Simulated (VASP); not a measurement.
```cif
data_Ag4
_chemical_formula_sum 'Ag4'
_space_group_name_H-M_alt 'Fm-3m'
_space_group_IT_number 225
_space_group_name_Hall '-F 4 2 3'
_cell_length_a 4.10114
_cell_length_b 4.10114
_cell_length_c 4.10114
_cell_angle_alpha 90.000
_cell_angle_beta 90.000
_cell_angle_gamma 90.000
loop_
_atom_site_label
_atom_site_type_symbol
_atom_site_symmetry_multiplicity
_atom_site_Wyckoff_symbol
_atom_site_fract_x
_atom_site_fract_y
_atom_site_fract_z
_atom_site_occupancy
Ag1 Ag 4 a 0.00000 0.00000 0.00000 1
```
(The calculation used a cell of 1 atom; values per cell refer to that cell.)

These are r2SCAN meta-GGA, VASP's PBE PAW potentials (set 64) (plane waves; VASP) values and carry that method's errors. Settings: 480 eV cut-off, 14×14×14 Γ-centred mesh, first-order Methfessel-Paxton smearing of 0.10 eV, potentials Ag.

Each relaxation starts from this cell; other phases were not tried.

Question: The cell is relaxed at 5 GPa. What happens?

Answer: The volume per atom goes from 17.24 to 16.58 Å³ (-3.9 %), and the cell becomes a = 4.048 Å, b = 4.048 Å, c = 4.048 Å, α = 90.00°, β = 90.00°, γ = 90.00°, space group Fm-3m.

Question: The cell is relaxed at 20 GPa. What happens?

Answer: The volume per atom goes from 17.24 to 15.17 Å³ (-12.0 %), and the cell becomes a = b = c = 3.9298 Å, α = β = γ = 90.00°, space group Fm-3m.

Failed runs are left out, and for metals the shear rows, which the mesh's noise covers.

The compound is Ag in the fcc structure.
